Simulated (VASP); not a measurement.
```
CELL_PARAMETERS angstrom
      0.00000     3.40096     3.35087
      3.42625     0.00000     3.35087
      3.42625     3.40096     0.00000
ATOMIC_POSITIONS crystal
  Rb 0.00000 0.00000 0.00000
  Br 0.48994 0.51006 0.51006
```

Calculation: PBE GGA, VASP's PBE PAW potentials (set 64) (plane waves; VASP). Run with 400 eV cut-off, 6×6×6 Γ-centred mesh, first-order Methfessel-Paxton smearing of 0.020 eV, potentials Rb_sv Br.

Estimate the energy per atom (σ→0), pressure, band gap (on the k-mesh) with the smallest direct gap where there is one.

```
Property                                      Value
-----------------------------------  --------------
band gap (on the k-mesh)                    4.42 eV
smallest direct gap (on the k-mesh)         4.42 eV
energy per atom (σ→0)                -3.036 eV/atom
pressure                                   1.59 GPa
```

Total energies compare only between runs with the same potentials, cut-off and functional.

The compound is RbBr in the rock salt structure. The cell was not relaxed at this level, atoms are displaced from their ideal sites. The run is one of a series of settings (ISMEAR = 1, SIGMA = 0.02 against the base run), some of them coarse on purpose.
